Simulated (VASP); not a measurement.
Data:

```yaml
crystal:
  lattice:
    - [-2.92375, 2.92375, 1.58774]
    - [2.92375, -2.92375, 1.58774]
    - [2.92375, 2.92375, -1.58774]
  atoms:
    - { symbol: Sn, position: [0.25000, 0.75000, 0.50000] }
    - { symbol: Sn, position: [0.00000, 0.00000, 0.00000] }
```

Computed with PBE GGA with D3 dispersion (Becke-Johnson damping), VASP's PBE PAW potentials (set 64) (plane waves; VASP). Run with 520 eV cut-off, Gaussian smearing of 0.050 eV, potentials Sn_d.

**Question.** Give the energies of bands 11 to 17 at the high-symmetry points, in eV from the Fermi level.

**Answer.** 
| band | Γ | X | M | Z | P | N |
|---|---|---|---|---|---|---|
| 11 | -11.13 | -8.89 | -7.56 | -6.47 | -5.95 | -6.90 |
| 12 | -3.67 | -8.89 | -7.56 | -5.58 | -5.95 | -5.38 |
| 13 | -1.99 | 0.58 | -4.81 | -3.04 | -3.54 | -2.32 |
| 14 | -1.99 | 0.58 | -4.81 | -2.92 | -3.54 | -1.71 |
| 15 | 2.97 | 1.56 | 5.10 | -2.92 | 3.58 | -1.13 |
| 16 | 6.20 | 1.56 | 5.10 | 3.09 | 3.58 | 2.25 |
| 17 | 6.20 | 6.07 | 9.35 | 5.58 | 3.96 | 2.85 |

It has no gap at this level: it comes out as a metal or semimetal.

The compound is Sn in the beta structure. It was relaxed first.
